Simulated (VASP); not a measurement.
Consider the following.

```
CELL_PARAMETERS angstrom
      0.00000     3.12120     3.12120
      3.12120     0.00000     3.12120
      3.12120     3.12120     0.00000
ATOMIC_POSITIONS crystal
  Pb 0.00000 0.00000 0.00000
  Se 0.50000 0.50000 0.50000
```

Computed with PBE GGA, VASP's PBE PAW potentials (set 64) (plane waves; VASP). Numerical set-up: 400 eV cut-off, KSPACING 0.8 per Å, Gaussian smearing of 0.050 eV, potentials Pb_d Se.

Problem. What does the run give for the energy per atom (σ→0), pressure?

Solution. 
```
Quantity                       Result
---------------------  --------------
energy per atom (σ→0)  -4.147 eV/atom
pressure                   -13.5 kbar
```

Total energies compare only between runs with the same potentials, cut-off and functional.

The compound is PbSe in the rock salt structure. The cell was not relaxed at this level. The run is one of a series of settings (KGAMMA = .TRUE., KSPACING = 0.8, KPOINTS file removed against the base run), some of them coarse on purpose.
